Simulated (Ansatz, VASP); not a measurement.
# One calculation of EuSc, two programs

The input INCAR:

```
SYSTEM = EuSc
PREC = Accurate
ENCUT = 520
EDIFF = 1E-6
ISMEAR = -1
SIGMA = 0.05
LREAL = .False.
LASPH = .True.
NELM = 150
ALGO = Normal
ISIF = 2
LWAVE = .False.
LCHARG = .True.
ISPIN = 2
MAGMOM = 0 0 8.5 -8.5
LORBIT = 11
LMAXMIX = 6
LDAU = .True.
LDAUTYPE = 2
LDAUL = 2 3
LDAUU = 6 4
LDAUJ = 0 0
LDAUPRINT = 1
GGA = PE
LELF = .True.
LVHAR = .True.
```

The input KPOINTS:

```
regular mesh
0
Gamma
  4 4 5
  0 0 0
```

The input POSCAR:

```
EuSc
1.0
    3.9449000000      3.9449000000      0.0000000000
   -3.9449000000      3.9449000000      0.0000000000
    0.0000000000      0.0000000000      3.9449000000
Sc Eu
2 2
Direct
    0.5000000000      0.0000000000      0.5000000000
    0.0000000000      0.5000000000      0.5000000000
    0.0000000000      0.0000000000      0.0000000000
    0.5000000000      0.5000000000      0.0000000000
```

Contents of input.yaml:

```yaml
crystal:
  lattice:
    - [3.9449, 3.9449, 0.0]
    - [-3.9449, 3.9449, 0.0]
    - [0.0, 0.0, 3.9449]
  atoms:
    - { symbol: Sc, position: [0.5, 0.0, 0.5] }
    - { symbol: Sc, position: [0.0, 0.5, 0.5] }
    - { symbol: Eu, position: [0.0, 0.0, 0.0], spin: 8.5 }
    - { symbol: Eu, position: [0.5, 0.5, 0.0], spin: -8.5 }
hamiltonian:
  xc: pbe
  pseudopotentials: { kind: paw }
  hubbard:
    sites:
      - { species: Eu, l: f, u_eff: 4.0 }
      - { species: Sc, l: d, u_eff: 6.0 }
magnetization:
  spin_polarized: true
kpoints:
  mp_grid: { grid: [4, 4, 5] }
scf:
  occupations: { method: fermi_dirac, width: 0.05 }
output:
  forces: true
  stress: true
  eigenvalues: true
```

The cell was built by a generator and needn't be a form met in nature.

Alike in both runs: task single point; functional PBE; k mesh 4 × 4 × 5; occupations fermi-dirac, width 0.05 eV; collinear spin, antiferromagnetic start; Hubbard terms Eu f U = 4 eV, Sc d U = 6 eV.

|  | VASP | Ansatz |
| --- | --- | --- |
| version | VASP 6.6.1 | Ansatz 0.2.0 |
| potentials or method | VASP PAW PBE potentials, release 64 (Sc_sv, Eu) | Ansatz PAW |
| plane-wave cutoff (eV) | 520 | 420 |
| valence electrons in the cell | 56 | 56 |

|  | VASP | Ansatz | Ansatz less VASP |
| --- | --- | --- | --- |
| gap on the k mesh at the Fermi level (eV) | none | none | - |
| pressure (GPa) | 3.8 | 10.1 | +6.32 |
| largest component of the traceless stress (GPa) | 0.22 | 0.65 | +0.430 |
| net moment per atom (μB) | 0.00 | 0.00 | 0.000 |
| size of the moment on the site where the two differ most (μB) | 0.00 | 0.84 | +0.842 |

Site moments also hang on the region over which each program counts them. The programs project onto different local orbitals, so the same U acts differently. A gap of «none» marks a metal or a gap that the smearing closes.

Caveats: spin-orbit coupling is left out, which moves the levels of the heavy elements; the magnetic or orbital state may not be the lowest (Ansatz). The state reached can hang on the start; a lower one may exist.
